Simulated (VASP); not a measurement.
These are PBE GGA, VASP's PBE PAW potentials (set 64) (plane waves; VASP 6.6.1) values and carry that method's errors.

A VASP calculation is set up with these files.

**INCAR**
```
ALGO = Normal
EDIFF = 1E-7
EDIFFG = -0.01
ENCUT = 600
GGA = PE
IBRION = 2
ISIF = 3
ISMEAR = 0
LASPH = .TRUE.
LCHARG = .FALSE.
LREAL = .FALSE.
LWAVE = .FALSE.
NELM = 100
NSW = 40
PREC = Accurate
PSTRESS = 50
SIGMA = 0.05
SYSTEM = BN
```

**KPOINTS**
```
kpoints
0
gamma
  10 10 4
0 0 0
```

**POSCAR**
```
BN
1
    1.2507298003    -2.1663280960     0.0000000000
    1.2507298003     2.1663280960    -0.0000000000
    0.0000000000     0.0000000000     6.3154530255
B N
2 2
Direct
  0.3333330000   0.6666670000   0.2500000000
  0.6666670000   0.3333330000   0.7500000000
  0.6666670000   0.3333330000   0.2500000000
  0.3333330000   0.6666670000   0.7500000000
```

POTCAR, in this order: B N (PBE.64 set). Program: vasp_std.

What VASP printed:

File OUTCAR:
```
 ion  position               nearest neighbor table
   1  0.333  0.667  0.250-   3 1.44   3 1.44   3 1.44
   2  0.667  0.333  0.750-   4 1.44   4 1.44   4 1.44
   3  0.667  0.333  0.250-   1 1.44   1 1.44   1 1.44
   4  0.333  0.667  0.750-   2 1.44   2 1.44   2 1.44
  LATTYP: Found a hexagonal cell.
 ALAT       =     2.5014600642
 C/A-ratio  =     2.5247067166
 Subroutine PRICEL returns:
 Original cell was already a primitive cell.
 Subroutine GETGRP returns: Found 24 space group operations
The static configuration has the point symmetry D_3d.
 The point group associated with its full space group is D_6h.
The dynamic configuration has the point symmetry D_3d.
 Subroutine INISYM returns: Found 24 space group operations
 Subroutine IBZKPT returns following result:
 Found     42 irreducible k-points:

 Following reciprocal coordinates:
            Coordinates               Weight
  0.000000  0.000000  0.000000      1.000000
  0.100000  0.000000  0.000000      6.000000
  0.200000  0.000000  0.000000      6.000000
  0.300000  0.000000  0.000000      6.000000
  0.400000  0.000000  0.000000      6.000000
  0.500000 -0.000000  0.000000      3.000000
  0.100000  0.100000  0.000000      6.000000
  0.200000  0.100000  0.000000     12.000000
  0.300000  0.100000  0.000000     12.000000
  0.400000  0.100000  0.000000     12.000000
  0.200000  0.200000  0.000000      6.000000
  0.300000  0.200000  0.000000     12.000000
  0.400000  0.200000  0.000000      6.000000
  0.300000  0.300000  0.000000      6.000000
  0.000000  0.000000  0.250000      2.000000
  0.100000  0.000000  0.250000     12.000000
  0.200000  0.000000  0.250000     12.000000
  0.300000  0.000000  0.250000     12.000000
  0.400000  0.000000  0.250000     12.000000
  0.500000 -0.000000  0.250000      6.000000
...
```

### OSZICAR
```
       N       E                     dE             d eps       ncg     rms          rms(c)
DAV:   1     0.716750796247E+02    0.71675E+02   -0.91654E+03  1008   0.140E+03
DAV:   2    -0.339405594892E+02   -0.10562E+03   -0.96082E+02  1464   0.301E+02
DAV:   3    -0.385735808151E+02   -0.46330E+01   -0.46031E+01  1256   0.661E+01
DAV:   4    -0.386216626370E+02   -0.48082E-01   -0.48036E-01  1252   0.686E+00
DAV:   5    -0.386223358289E+02   -0.67319E-03   -0.67302E-03  1264   0.820E-01    0.113E+01
DAV:   6    -0.354632045776E+02    0.31591E+01   -0.79143E+00  1160   0.245E+01    0.505E+00
DAV:   7    -0.351880689276E+02    0.27514E+00   -0.49154E-01  1260   0.661E+00    0.312E+00
DAV:   8    -0.351160944181E+02    0.71975E-01   -0.26992E-01  1200   0.412E+00    0.401E-01
DAV:   9    -0.351126025493E+02    0.34919E-02   -0.12056E-02  1196   0.105E+00    0.186E-01
DAV:  10    -0.351133881600E+02   -0.78561E-03   -0.11324E-03  1220   0.302E-01    0.369E-02
DAV:  11    -0.351134600367E+02   -0.71877E-04   -0.18020E-04  1256   0.126E-01    0.259E-02
DAV:  12    -0.351134576201E+02    0.24166E-05   -0.40328E-05  1220   0.589E-02    0.418E-03
DAV:  13    -0.351134578733E+02   -0.25315E-06   -0.15263E-06  1280   0.115E-02    0.844E-04
DAV:  14    -0.351134579408E+02   -0.67509E-07   -0.12430E-07  1060   0.302E-03
   1 F= -.34045432E+02 E0= -.34045432E+02  d E =-.340454E+02
```

File OUTCAR:
```
------------------------ aborting loop because EDIFF is reached ----------------------------------------
  FORCE on cell =-STRESS in cart. coord.  units (eV):
  Direction    XX          YY          ZZ          XY          YZ          ZX
  --------------------------------------------------------------------------------------
  Total        1.0643112      1.0643117      1.0378749     -0.0000000      0.0000000      0.0000000
  in kB       49.8261095     49.8261341     48.5884856     -0.0000000      0.0000000      0.0000000
  external PRESSURE =      -0.5864236 kB  Pullay stress =      50.0000000 kB
  volume of cell :       34.22
      direct lattice vectors                 reciprocal lattice vectors
     1.250729800 -2.166328096  0.000000000     0.399766600 -0.230805297  0.000000000
     1.250729800  2.166328096  0.000000000     0.399766600  0.230805297  0.000000000
     0.000000000  0.000000000  6.315453026     0.000000000  0.000000000  0.158341768
  FREE ENERGIE OF THE ION-ELECTRON SYSTEM (eV)
  ---------------------------------------------------
  free  energy   TOTEN  =       -35.1134579408 eV

  energy  without entropy=      -35.1134579408  energy(sigma->0) =      -35.11345794
  enthalpy is  TOTEN    =       -34.0454323553 eV   P V=        1.0680255854

 reached required accuracy - stopping structural energy minimisation
```
(Selected blocks of OUTCAR.)

Without a dispersion term in the relaxation, distances and binding between the weakly bound layers, chains or molecules are unreliable, and so is what depends on them.

The compound is BN in the hex structure. It was relaxed first under an external pressure of 5 GPa.
